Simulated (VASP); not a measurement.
Input of a VASP 6.6.1 run:

POSCAR

```
BAs
1.0
    0.0000000000      2.4045500000      2.4045500000
    2.4045500000      0.0000000000      2.4045500000
    2.4045500000      2.4045500000      0.0000000000
B As
1 1
Direct
    0.0000000000      0.0000000000      0.0000000000
    0.2500000000      0.2500000000      0.2500000000
```

The input INCAR.step1:

```
  PREC = Accurate
  ENCUT = 420
  EDIFF = 1E-8
  ISMEAR = 0
  SIGMA = 0.01
  LREAL = False
  LASPH = True
  NELM = 100
  ALGO = Normal
  LWAVE = True
  LCHARG = False
  GGA = PE
```

Contents of INCAR.step2:

```
  PREC = Accurate
  ENCUT = 420
  EDIFF = 1E-8
  ISMEAR = 0
  SIGMA = 0.01
  LREAL = False
  LASPH = True
  NELM = 1
  ALGO = Exact
  LWAVE = True
  LCHARG = False
  GGA = PE
  NBANDS = 144
  LOPTICS = True
  ISTART = 1
```

File INCAR.step3:

```
  PREC = Accurate
  ENCUT = 420
  EDIFF = 1E-8
  ISMEAR = 0
  SIGMA = 0.01
  LREAL = False
  LASPH = True
  ALGO = EVGW0
  LWAVE = False
  LCHARG = False
  GGA = PE
  NELMGW = 1
  NBANDS = 144
  ENCUTGW = 200
  NOMEGA = 60
  PRECFOCK = Fast
  ISTART = 1
  NBANDSGW = 12
```

KPOINTS

```
Automatic mesh
0
Gamma
  6 6 6
```

Potentials or basis: VASP PAW PBE potentials, release 64 (B_GW, As_GW).

Run with:

```bash
$ cat potpaw_PBE.64/B_GW/POTCAR potpaw_PBE.64/As_GW/POTCAR > POTCAR
$ cp INCAR.step1 INCAR
$ mpirun -np 1 vasp_std > vasp.out
$ cp INCAR.step2 INCAR
$ mpirun -np 1 vasp_std > vasp.out
$ cp INCAR.step3 INCAR
$ mpirun -np 1 vasp_std > vasp.out
```

Q: What does it give for the quasiparticle gap?

A: 1.92 eV.

Q: What does it give for the least direct quasiparticle gap?

A: 4.08 eV.

Q: Predict the band gap on the k mesh, mean-field level.

A: 1.29 eV, indirect (least direct gap 3.25 eV).

Caveat: bands, screening cutoff and mesh are small and nothing is extrapolated, so the quasiparticle values aren't converged. A k mesh can miss the band edges.
